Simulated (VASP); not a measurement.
All values below come from revPBE GGA, VASP's PBE PAW potentials (set 64) (plane waves; VASP).

A VASP calculation is set up with these files.

**KPOINTS**
```
Automatic mesh
0
Gamma
6 6 4
0 0 0
```

File POSCAR:
```
Te
1
    2.4452648841    -4.2353226389     0.0000000000
    2.4452648841     4.2353226389     0.0000000000
    0.0000000000     0.0000000000     6.0136941109
Te
3
Direct
  0.0000000000   0.2474638328   0.6666670000
  0.7525361672   0.7525361672   0.0000000000
  0.2474638328   0.0000000000   0.3333330000
```

### INCAR
```
SYSTEM = Te
PREC = Accurate
ENCUT = 520
EDIFF = 1E-7
NELM = 100
ALGO = Normal
LREAL = .FALSE.
LASPH = .TRUE.
ISMEAR = 0
SIGMA = 0.05
GGA = RE
LMAXMIX = 4
LWAVE = .FALSE.
LCHARG = .FALSE.
ISIF = 4
IBRION = 2
NSW = 30
EDIFFG = -0.01
```

POTCAR, in this order: Te (PBE.64 set). Program: vasp_std.

What VASP printed:

### OSZICAR
```
       N       E                     dE             d eps       ncg     rms          rms(c)
DAV:   1     0.797190077755E+02    0.79719E+02   -0.63311E+03   624   0.108E+03
DAV:   2    -0.257405225054E+01   -0.82293E+02   -0.79161E+02   808   0.150E+02
DAV:   3    -0.836300712850E+01   -0.57890E+01   -0.57470E+01   744   0.458E+01
DAV:   4    -0.848865667888E+01   -0.12565E+00   -0.12553E+00   818   0.812E+00
DAV:   5    -0.849122393842E+01   -0.25673E-02   -0.25672E-02   783   0.111E+00    0.906E+00
DAV:   6    -0.846882770375E+01    0.22396E-01   -0.29732E-02   674   0.115E+00    0.590E+00
DAV:   7    -0.846701801240E+01    0.18097E-02   -0.69307E-02   654   0.181E+00    0.397E-01
DAV:   8    -0.846584441284E+01    0.11736E-02   -0.10918E-02   664   0.648E-01    0.134E-01
DAV:   9    -0.846601324990E+01   -0.16884E-03   -0.37728E-04   769   0.143E-01    0.790E-02
DAV:  10    -0.846614720528E+01   -0.13396E-03   -0.17952E-04   664   0.929E-02    0.117E-02
DAV:  11    -0.846615245745E+01   -0.52522E-05   -0.12626E-05   704   0.237E-02    0.693E-03
DAV:  12    -0.846615697078E+01   -0.45133E-05   -0.87881E-06   664   0.192E-02    0.503E-03
DAV:  13    -0.846615714290E+01   -0.17212E-06   -0.38016E-07   736   0.403E-03    0.123E-03
DAV:  14    -0.846615725275E+01   -0.10985E-06   -0.21969E-07   616   0.296E-03    0.544E-04
DAV:  15    -0.846615723917E+01    0.13574E-07   -0.14363E-08   402   0.786E-04
   1 F= -.84661572E+01 E0= -.84661572E+01  d E =-.846616E+01
       N       E                     dE             d eps       ncg     rms          rms(c)
DAV:   1    -0.848501162134E+01   -0.18854E-01   -0.73568E-01   624   0.474E+00    0.802E-01
DAV:   2    -0.848728279961E+01   -0.22712E-02   -0.30138E-02   684   0.107E+00    0.162E-01
DAV:   3    -0.848697057480E+01    0.31222E-03   -0.68374E-04   734   0.191E-01    0.114E-01
DAV:   4    -0.848691637600E+01    0.54199E-04   -0.50597E-04   649   0.138E-01    0.497E-02
DAV:   5    -0.848693402581E+01   -0.17650E-04   -0.67102E-05   674   0.524E-02    0.230E-02
DAV:   6    -0.848693845059E+01   -0.44248E-05   -0.49263E-06   733   0.166E-02    0.999E-03
DAV:   7    -0.848693862448E+01   -0.17389E-06   -0.12790E-06   694   0.699E-03    0.269E-03
DAV:   8    -0.848693886057E+01   -0.23609E-06   -0.14656E-07   512   0.289E-03    0.591E-04
DAV:   9    -0.848693883589E+01    0.24681E-07   -0.39077E-08   467   0.152E-03
   2 F= -.84869388E+01 E0= -.84869388E+01  d E =-.207816E-01
       N       E                     dE             d eps       ncg     rms          rms(c)
DAV:   1    -0.849765726749E+01   -0.10718E-01   -0.17999E+00   624   0.743E+00    0.135E+00
DAV:   2    -0.850307653331E+01   -0.54193E-02   -0.74161E-02   699   0.169E+00    0.256E-01
DAV:   3    -0.850225024560E+01    0.82629E-03   -0.17623E-03   734   0.305E-01    0.181E-01
DAV:   4    -0.850209291265E+01    0.15733E-03   -0.13213E-03   674   0.221E-01    0.825E-02
DAV:   5    -0.850213538527E+01   -0.42473E-04   -0.16745E-04   664   0.833E-02    0.384E-02
DAV:   6    -0.850214563586E+01   -0.10251E-04   -0.13208E-05   727   0.270E-02    0.154E-02
DAV:   7    -0.850214591294E+01   -0.27707E-06   -0.37281E-06   684   0.118E-02    0.410E-03
DAV:   8    -0.850214638572E+01   -0.47278E-06   -0.44740E-07   689   0.492E-03    0.121E-03
DAV:   9    -0.850214634124E+01    0.44478E-07   -0.72407E-08   487   0.193E-03
   3 F= -.85021463E+01 E0= -.85021463E+01  d E =-.359891E-01
       N       E                     dE             d eps       ncg     rms          rms(c)
DAV:   1    -0.850227365729E+01   -0.12727E-03   -0.39915E-02   634   0.111E+00    0.206E-01
DAV:   2    -0.850239009053E+01   -0.11643E-03   -0.16466E-03   699   0.251E-01    0.381E-02
DAV:   3    -0.850237272958E+01    0.17361E-04   -0.41321E-05   734   0.464E-02    0.270E-02
DAV:   4    -0.850237235440E+01    0.37517E-06   -0.30358E-05   669   0.334E-02    0.126E-02
DAV:   5    -0.850237405544E+01   -0.17010E-05   -0.40111E-06   654   0.129E-02    0.604E-03
DAV:   6    -0.850237467961E+01   -0.62416E-06   -0.29611E-07   705   0.405E-03    0.236E-03
DAV:   7    -0.850237465505E+01    0.24553E-07   -0.79226E-08   442   0.181E-03
   4 F= -.85023747E+01 E0= -.85023747E+01  d E =-.362174E-01
       N       E                     dE             d eps       ncg     rms          rms(c)
DAV:   1    -0.850236881890E+01    0.58607E-05   -0.23629E-03   634   0.269E-01    0.501E-02
DAV:   2    -0.850237422952E+01   -0.54106E-05   -0.97430E-05   694   0.611E-02    0.936E-03
DAV:   3    -0.850237229377E+01    0.19357E-05   -0.24464E-06   734   0.113E-02    0.665E-03
DAV:   4    -0.850237112291E+01    0.11709E-05   -0.17974E-06   664   0.812E-03    0.308E-03
DAV:   5    -0.850237096457E+01    0.15835E-06   -0.22509E-07   516   0.315E-03    0.128E-03
DAV:   6    -0.850237086960E+01    0.94972E-07   -0.22244E-08   347   0.123E-03
   5 F= -.85023709E+01 E0= -.85023709E+01  d E =-.362136E-01
       N       E                     dE             d eps       ncg     rms          rms(c)
DAV:   1    -0.850249519724E+01   -0.12423E-03   -0.36992E-03   634   0.326E-01    0.457E-02
DAV:   2    -0.850247014101E+01    0.25056E-04   -0.86670E-05   694   0.620E-02    0.193E-02
DAV:   3    -0.850246297805E+01    0.71630E-05   -0.16632E-05   724   0.253E-02    0.138E-02
DAV:   4    -0.850246277437E+01    0.20368E-06   -0.55452E-06   704   0.143E-02    0.258E-03
DAV:   5    -0.850246291782E+01   -0.14345E-06   -0.49742E-07   684   0.423E-03    0.277E-03
DAV:   6    -0.850246295556E+01   -0.37733E-07   -0.44864E-08   367   0.159E-03
   6 F= -.85024630E+01 E0= -.85024630E+01  d E =-.920860E-04
       N       E                     dE             d eps       ncg     rms          rms(c)
DAV:   1    -0.850265444216E+01   -0.19152E-03   -0.13330E-02   629   0.619E-01    0.861E-02
DAV:   2    -0.850256416911E+01    0.90273E-04   -0.31179E-04   689   0.118E-01    0.366E-02
DAV:   3    -0.850253831972E+01    0.25849E-04   -0.60341E-05   729   0.481E-02    0.261E-02
DAV:   4    -0.850253782744E+01    0.49228E-06   -0.19874E-05   699   0.270E-02    0.481E-03
DAV:   5    -0.850253842790E+01   -0.60046E-06   -0.17560E-06   694   0.796E-03    0.520E-03
DAV:   6    -0.850253856801E+01   -0.14011E-06   -0.18010E-07   507   0.314E-03    0.933E-04
DAV:   7    -0.850253859176E+01   -0.23754E-07   -0.51049E-08   452   0.187E-03
   7 F= -.85025386E+01 E0= -.85025386E+01  d E =-.167722E-03
```

OUTCAR:
```
------------------------ aborting loop because EDIFF is reached ----------------------------------------
  FORCE on cell =-STRESS in cart. coord.  units (eV):
  Direction    XX          YY          ZZ          XY          YZ          ZX
  --------------------------------------------------------------------------------------
  Total       -0.1859613     -0.1859612     -0.1972717      0.0000000      0.0000000      0.0000000
  in kB       -2.3919346     -2.3919342     -2.5374162      0.0000000      0.0000000      0.0000000
  external PRESSURE =      -2.4404283 kB  Pullay stress =       0.0000000 kB
  volume of cell :      124.56
      direct lattice vectors                 reciprocal lattice vectors
     2.475599758 -4.287864223  0.000000000     0.201971259 -0.116608170 -0.000000000
     2.475599758  4.287864223 -0.000000000     0.201971259  0.116608170 -0.000000000
     0.000000000 -0.000000000  5.867218855     0.000000000  0.000000000  0.170438503
 POSITION                                       TOTAL-FORCE (eV/Angst)
 -----------------------------------------------------------------------------------
      3.06533     -3.26643      3.91148        -0.002808     -0.004864      0.000000
      3.77175     -0.00000     -0.00000         0.005616      0.000000     -0.000000
      3.06533      3.26643      1.95574        -0.002808      0.004864     -0.000000
 -----------------------------------------------------------------------------------
    total drift:                               -0.000138     -0.000414      0.000009
  FREE ENERGIE OF THE ION-ELECTRON SYSTEM (eV)
  ---------------------------------------------------
  free  energy   TOTEN  =        -8.5025385918 eV

  energy  without entropy=       -8.5025385918  energy(sigma->0) =       -8.50253859

 reached required accuracy - stopping structural energy minimisation
```
(Selected blocks of OUTCAR.)

### CONTCAR
```
Te
   1.00000000000000
     2.4755997576235962   -4.2878642226189543    0.0000000000000000
     2.4755997576235962    4.2878642226189543   -0.0000000000000000
     0.0000000000000000   -0.0000000000000000    5.8672188548296589
  Te
     3
Direct
     0.9999999999886955    0.2382152111836214    0.6666669999999968
     0.7617847888276832    0.7617847888276832    0.0000000000000000
     0.2382152111836214    0.9999999999886955    0.3333330000000032
```

The compound is Te in the trig structure. This cell is one point of a volume scan, at 1.06 of the reference volume. Symmetry was kept, so distortions that lower it aren't found.
